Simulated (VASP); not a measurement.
Here is the system:

```
TiSe2
1.0
    1.83620    -3.18040     0.00000
    1.83620     3.18040     0.00000
    0.00000     0.00000     6.38185
Ti Se
1 2
Direct
  0.00000   0.00000   0.00000
  0.33333   0.66667   0.24291
  0.66667   0.33333   0.75709
```

Computed with vdW-DF2, VASP's PBE PAW potentials (set 64) (plane waves; VASP). Numerical set-up: 520 eV cut-off, 11×11×6 Γ-centred mesh, tetrahedra with Blöchl corrections, potentials Ti_sv Se.

The cores are frozen, which limits the accuracy of field gradients.

**Question.** Give the principal components of the electric field gradient (V/Å²) and the asymmetry η at each nucleus.

**Answer.** 
```tsv
atom	Vxx	Vyy	Vzz	η
Ti1	9.6	9.6	-19.2	0.00
Se2	17.2	17.2	-34.3	0.00
Se3	17.2	17.2	-34.3	0.00
```

The compound is TiSe2 in the 1T layered structure. It was relaxed first, which changed the volume by +14 %.
